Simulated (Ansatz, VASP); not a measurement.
One calculation of ScF3, two programs

INCAR

```
  PREC = Accurate
  ENCUT = 520
  EDIFF = 1E-8
  ISMEAR = -1
  SIGMA = 0.02
  LREAL = False
  LASPH = True
  NELM = 100
  ALGO = Normal
  ISIF = 2
  LWAVE = False
  LCHARG = False
  LEFG = True
  NBANDS = 24
```

KPOINTS

```
Automatic mesh
0
Gamma
  6 6 6
```

File POSCAR:

```
ScF3
1.0
    3.9305402819      0.0000000000      0.0000000000
    0.0000000000      3.9305402819      0.0000000000
    0.0000000000      0.0000000000      3.9305402819
Sc F
1 3
Direct
    0.0000000000      0.0000000000      0.0000000000
    0.5000000000      0.0000000000      0.0000000000
    0.0000000000      0.5000000000      0.0000000000
    0.0000000000      0.0000000000      0.5000000000
```

Input for Ansatz:

```yaml
crystal:
  lattice:
    - [3.9305402819, 0.0, 0.0]
    - [0.0, 3.9305402819, 0.0]
    - [0.0, 0.0, 3.9305402819]
  atoms:
    - { symbol: Sc, position: [0.0, 0.0, 0.0] }
    - { symbol: F, position: [0.5, 0.0, 0.0] }
    - { symbol: F, position: [0.0, 0.5, 0.0] }
    - { symbol: F, position: [0.0, 0.0, 0.5] }
kpoints:
  mp_grid: { grid: [6, 6, 6] }
scf:
  occupations: { method: fermi_dirac, width: 0.02 }
hamiltonian:
  xc: lda
  pseudopotentials: { kind: all_electron, datasets: crystal }
output:
  forces: true
  stress: true
  eigenvalues: true
  efg: { contact_densities: true }
```

Change from the starting cell: volume scaled by 0.94, crystal datasets.

Alike in both runs: task electric field gradients; functional LDA; k mesh 6 × 6 × 6; occupations fermi-dirac, width 0.02 eV; no spin polarisation.

```csv
,VASP,Ansatz
version,VASP 6.6.1,Ansatz 0.2.0
potentials or method,"VASP PAW LDA potentials, release 64 (Sc_sv, F)","all-electron PAW with datasets made for the crystal, scalar-relativistic"
plane-wave cutoff (eV),520,see its input
```

Ansatz gave:

| Property | Result |
| --- | --- |
| gap on the k mesh at the Fermi level (eV) | 6.52 |
| pressure (GPa) | 3.7 |
| Vzz of the field gradient on the site that differs most (V/Å²) | 47.3 |

Task: What did VASP give for the same quantities?

Result: gap on the k mesh at the Fermi level (eV): 6.49; pressure (GPa): 4.6; Vzz of the field gradient on the site that differs most (V/Å²): 45.6.

Ansatz ran all-electron here, so the differences hold the error of VASP's frozen core and of both bases.

A k mesh can miss the band edges.
